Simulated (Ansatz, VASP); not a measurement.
# GaCuCCl4O: VASP beside Ansatz, part 2 of 2

Wanted: the spread between two codes on one cell, functional and k mesh. The cell is taken from a series of runs on this material, whose earlier steps may have relaxed, scaled, displaced or heated it; both programs get it as it stands.

VASP 6.6.1 and Ansatz 0.2.0.

So far: The structure; Ansatz: single point, HSE06.

**3. VASP: single point, HSE06**

Level of this step: HSE06, no spin polarisation; plane waves and PAW (Ga_d, Cu, C, Cl, O) (VASP).

The same cell, functional and mesh now go to VASP, with its own data sets.

Lines of VASP's logs that name or quote its potential files are left out, and so is its time.

The run reads the wave functions of an earlier VASP run, which isn't shown here.

The input, INCAR:

```
SYSTEM = GaCuCCl4O
PREC = Accurate
ENCUT = 520
EDIFF = 1E-06
NELM = 100
ISMEAR = 0
SIGMA = 0.01
LREAL = .FALSE.
ALGO = Normal
LHFCALC = .TRUE.
AEXX = 0.25
GGA = PE
HFSCREEN = 0.208
LASPH = .TRUE.
NBANDS = 78
PRECFOCK = Fast
LORBIT = 11
LWAVE = .FALSE.
LCHARG = .FALSE.
ISIF = 2
```

The input, POSCAR:

```
GaCuCCl4O
1.0
    6.8769000000      0.0000000000      0.0000000000
    0.5222281150      6.9960358808      0.0000000000
    3.0741926905      1.1449101349      8.1219214749
Ga Cu C Cl O
2 2 2 8 2
Direct
    0.2081665666      0.7574132111      0.7643240985
    0.7918334334      0.2425867889      0.2356759015
    0.0227451040      0.7338024064      0.2203571138
    0.9772548960      0.2661975936      0.7796428862
    0.2827240723      0.7757339647      0.2143510568
    0.7172759277      0.2242660353      0.7856489432
    0.9210642142      0.7569372920      0.9889027727
    0.0789357858      0.2430627080      0.0110972273
    0.7852164132      0.9565929156      0.3873724251
    0.2147835868      0.0434070844      0.6126275749
    0.8424017929      0.4560128272      0.3819958627
    0.1575982071      0.5439871728      0.6180041373
    0.4876463372      0.6931938752      0.8219630673
    0.5123536628      0.3068061248      0.1780369327
    0.4396928157      0.8115366937      0.2184202269
    0.5603071843      0.1884633063      0.7815797731
```

The input, KPOINTS:

```
Automatic mesh
0
Gamma
2 2 2
0 0 0
```

The projector-augmented-wave data sets are Ga_d, Cu, C, Cl and O (PBE family, release 64).

Command:

```console
$ export OMP_NUM_THREADS=3
$ mpirun -np 1 vasp_std
```

Numbers of over 12 decimals in the logs are rounded to 6 here.

The program printed:

```text
[banner, memory and clock lines left out]
running    1 mpi-ranks, on    1 nodes
 distrk:  each k-point on    1 cores,    1 groups
 distr:  one band on    1 cores,    1 groups
 Offloading initialized ...    1 GPUs detected
 POSCAR found type information on POSCAR GaCuC ClO
 POSCAR found :  5 types and      16 ions
 LDA part: xc-table for (Slater+PW92), standard interpolation
 found WAVECAR, reading the header
 POSCAR, INCAR and KPOINTS ok, starting setup
 FFT: planning ... GRIDC
 FFT: planning ... GRID_SOFT
 FFT: planning ... GRID
 reading WAVECAR
 the WAVECAR file was read successfully
 initial charge from wavefunction
 entering main loop
       N       E                     dE             d eps       ncg     rms          rms(c)
DAV:   1    -0.854245218456E+02   -0.85425E+02   -0.28794E+00  2168   0.412E+01    0.343E+00
DAV:   2    -0.852329197719E+02    0.19160E+00   -0.20533E+00  1760   0.358E+01    0.165E+00
DAV:   3    -0.852680542991E+02   -0.35135E-01   -0.22128E-01  2072   0.466E+00    0.824E-01
DAV:   4    -0.852677901628E+02    0.26414E-03   -0.55285E-02  1768   0.385E+00    0.538E-01
DAV:   5    -0.852672552007E+02    0.53496E-03   -0.17147E-02  1952   0.229E+00    0.348E-01
DAV:   6    -0.852673520702E+02   -0.96870E-04   -0.15723E-03  1904   0.211E-01    0.185E-01
DAV:   7    -0.852672331869E+02    0.11888E-03   -0.40602E-04  2056   0.374E-01    0.102E-01
DAV:   8    -0.852672241892E+02    0.89977E-05   -0.12836E-04  1904   0.166E-01    0.585E-02
DAV:   9    -0.852672196759E+02    0.45133E-05   -0.28778E-05  2000   0.425E-02    0.304E-02
DAV:  10    -0.852672183344E+02    0.13415E-05   -0.59236E-06  1472   0.367E-02    0.183E-02
DAV:  11    -0.852672179424E+02    0.39200E-06   -0.21507E-06   936   0.811E-03
   1 F= -.85267218E+02 E0= -.85267218E+02  d E =-.324076E-16
```

OUTCAR, selected parts (step 3):

```text
ion  position               nearest neighbor table
   1  0.208  0.757  0.764-  13 2.15  10 2.22  12 2.24   7 2.25
   2  0.792  0.243  0.236-  14 2.15   9 2.22  11 2.24   8 2.25
   3  0.023  0.734  0.220-   5 1.81   7 2.35  11 2.37   9 2.43
   4  0.977  0.266  0.780-   6 1.81   8 2.35  12 2.37  10 2.43
   5  0.283  0.776  0.214-  15 1.14   3 1.81
   6  0.717  0.224  0.786-  16 1.14   4 1.81
   7  0.921  0.757  0.989-   1 2.25   3 2.35
   8  0.079  0.243  0.011-   2 2.25   4 2.35
   9  0.785  0.957  0.387-   2 2.22   3 2.43
  10  0.215  0.043  0.613-   1 2.22   4 2.43
  11  0.842  0.456  0.382-   2 2.24   3 2.37
  12  0.158  0.544  0.618-   1 2.24   4 2.37
  13  0.488  0.693  0.822-   1 2.15
  14  0.512  0.307  0.178-   2 2.15
  15  0.440  0.812  0.218-   5 1.14
  16  0.560  0.188  0.782-   6 1.14

  LATTYP: Found a triclinic cell.
 ALAT       =     7.0155000000
 B/A-ratio  =     2.7361616551
 C/A-ratio  =     1.7045614447
 COS(alpha) =     0.0007052773
 COS(beta)  =     0.6584656469
 COS(gamma) =     0.7128867512

 Subroutine GETGRP returns: Found  2 space group operations
 (whereof  2 operations were pure point group operations)

The static configuration has the point symmetry S_2 .

 Found      8 irreducible k-points:

   k-points           NKPTS =      8   k-points in BZ     NKDIM =      8   number of bands    NBANDS=     78

   dimension x,y,z NGX =    54 NGY =   54 NGZ =   70
   dimension x,y,z NGXF=   108 NGYF=  108 NGZF=  140

   ENCUT  =  520.0 eV  38.22 Ry    6.18 a.u.  12.79 13.04 16.29*2*pi/ulx,y,z

   NELECT =     124.0000    total number of electrons

 k-points in reciprocal lattice and weights: Automatic mesh
   0.00000000  0.00000000  0.00000000       0.125
   0.50000000  0.00000000  0.00000000       0.125
   0.00000000  0.50000000  0.00000000       0.125
   0.50000000  0.50000000  0.00000000       0.125
   0.00000000  0.00000000  0.50000000       0.125
   0.50000000  0.00000000  0.50000000       0.125
   0.00000000  0.50000000  0.50000000       0.125
   0.50000000  0.50000000  0.50000000       0.125

  exchange ACFDT corr.  =         0.00000000  see jH, gK, PRB 81, 115126

 average (electrostatic) potential at core
       1 -63.1010       2 -63.1010       3 -61.7964       4 -61.7964       5 -52.6767
       6 -52.6767       7 -91.2352       8 -91.2352       9 -90.9889      10 -90.9889
      11 -91.1006      12 -91.1006      13 -90.5413      14 -90.5413      15 -71.2602
      16 -71.2602

 E-fermi :  -1.2477

 k-point     1 :       0.0000    0.0000    0.0000
  band No.  band energies     occupation
    ...
     58      -1.7329      2.00000
     59      -1.5999      2.00000
     60      -1.5923      2.00000
     61      -1.4227      2.00000
     62      -1.3098      2.00000
     63       3.6548      0.00000
     64       4.0417      0.00000
     65       4.2736      0.00000
     66       4.3286      0.00000
     67       4.4455      0.00000
    ...

 k-point     2 :       0.5000    0.0000    0.0000
  band No.  band energies     occupation
    ...
     58      -1.7281      2.00000
     59      -1.6029      2.00000
     60      -1.5410      2.00000
     61      -1.3695      2.00000
     62      -1.3372      2.00000
     63       3.8173      0.00000
     64       3.8432      0.00000
     65       4.2510      0.00000
     66       4.3132      0.00000
     67       4.4628      0.00000
    ...

 k-point     3 :       0.0000    0.5000    0.0000
  band No.  band energies     occupation
    ...
     58      -1.8087      2.00000
     59      -1.6587      2.00000
     60      -1.6549      2.00000
     61      -1.3895      2.00000
     62      -1.3031      2.00000
     63       4.1051      0.00000
     64       4.1454      0.00000
     65       4.3029      0.00000
     66       4.3878      0.00000
     67       4.5252      0.00000
    ...

  Total       -1.2464349      0.2095935      0.2232116     -0.2938757     -0.1436584     -0.0264890
  in kB       -5.1106561      0.8593791      0.9152166     -1.2049546     -0.5890309     -0.1086108
  external PRESSURE =      -1.1120201 kB  Pullay stress =       0.0000000 kB

  energy-cutoff  :      520.00
  volume of cell :      390.75
      direct lattice vectors                 reciprocal lattice vectors
     6.876900000  0.000000000  0.000000000     0.145414358 -0.010854642 -0.053510018
     0.522228115  6.996035881  0.000000000     0.000000000  0.142938089 -0.020149329
     3.074192690  1.144910135  8.121921475     0.000000000  0.000000000  0.123123574

 POSITION                                       TOTAL-FORCE (eV/Angst)
 -----------------------------------------------------------------------------------
      4.17676      6.17397      6.20778        -0.045734      0.003702     -0.046861
      6.29656      1.96697      1.91414         0.045734     -0.003702      0.046861
      1.21705      5.38600      1.78972        -0.258072     -0.021453      0.001208
      9.25627      2.75495      6.33220         0.258072      0.021453     -0.001208
      3.00833      5.67248      1.74094         1.284490      0.265171      0.019660
      7.46499      2.46847      6.38098        -1.284490     -0.265171     -0.019660
      9.76944      6.42777      8.03179         0.159848     -0.034289     -0.288395
      0.70388      1.71318      0.09013        -0.159848      0.034289      0.288395
      7.09027      7.13586      3.14621        -0.052260      0.289540     -0.165218
      3.38305      1.00508      4.97571         0.052260     -0.289540      0.165218
      7.20558      3.62763      3.10254        -0.136035     -0.284194     -0.130197
      3.26774      4.51331      5.01938         0.136035      0.284194      0.130197
      6.24237      5.79068      6.67592        -0.313113      0.058666     -0.054286
      4.23095      2.35026      1.44600         0.313113     -0.058666      0.054286
      4.11900      5.92761      1.77399        -0.980720     -0.216892     -0.026696
      6.35432      2.21333      6.34793         0.980720      0.216892      0.026696
 -----------------------------------------------------------------------------------
    total drift:                                0.000028      0.000005      0.000013

  FREE ENERGIE OF THE ION-ELECTRON SYSTEM (eV)
  ---------------------------------------------------
  free  energy   TOTEN  =       -85.2672179424 eV

  energy  without entropy=      -85.2672179424  energy(sigma->0) =      -85.26721794

 total charge
# of ion       s       p       d       tot
------------------------------------------
    1        0.725   0.726  10.129  11.581
    2        0.725   0.726  10.129  11.581
    3        0.346   0.365   9.356  10.067
    4        0.346   0.365   9.356  10.067
    5        1.009   1.520   0.000   2.529
    6        1.009   1.520   0.000   2.529
    7        1.592   3.547   0.000   5.139
    8        1.592   3.547   0.000   5.139
    9        1.593   3.545   0.000   5.137
   10        1.593   3.545   0.000   5.137
   11        1.591   3.551   0.000   5.142
   12        1.591   3.551   0.000   5.142
   13        1.595   3.545   0.000   5.140
   14        1.595   3.545   0.000   5.140
   15        1.631   3.557   0.000   5.188
   16        1.631   3.557   0.000   5.188
--------------------------------------------------
tot         20.164  40.711  38.971  99.846

[... 3 further parts left out ...]
```

The run ends at a pressure of -0.11 GPa, with forces up to 1.3 eV/Å.

**4. Comparison**

Known differences besides the potentials themselves: exact exchange at q = 0 is treated differently, which shows on coarse meshes; VASP keeps PBE cores, Ansatz makes them for the functional; fixed occupations in Ansatz, narrow Gaussian smearing in VASP; the data sets hold 140 valence electrons in Ansatz (on its PAW soft_1 files) and 124 in VASP; the cutoff is 420 eV in Ansatz and 520 eV in VASP; VASP takes a coarser grid for exact exchange (PRECFOCK = Fast). Total energies have different zeros and are not compared.

Both answers:

| quantity | Ansatz | VASP | difference |
| --- | --- | --- | --- |
| gap on the k mesh (eV) | 4.935 | 4.958 | -0.023 |

A gap on the mesh is an upper bound, since the band edges may lie between its points.

**5. Summary of results**

```
difference in gap on the k mesh (single point, HSE06) : -0.023 eV
```

The difference in gap on the k mesh is -0.023 eV (single point, HSE06), within the 0.08 eV picked in this series as the mark of a large difference. The data sets hold unlike numbers of valence electrons (140 in Ansatz and 124 in VASP), so part of the differences comes from the potentials. How closely two codes agree says nothing of how well the functional describes the real material.

[Lines on the potential files, build, host, timing and source positions are cut from VASP's logs without a mark.]

[Logs are printed without paths, hosts, clocks, repeated set-up lines and the standing remarks that a program may print on its own settings, such as how far it seeks lower states.]

[Hosts, paths, dates, database ids (printed as entryN), source tags and the programs' standing remarks are cut or masked in the printed files.]
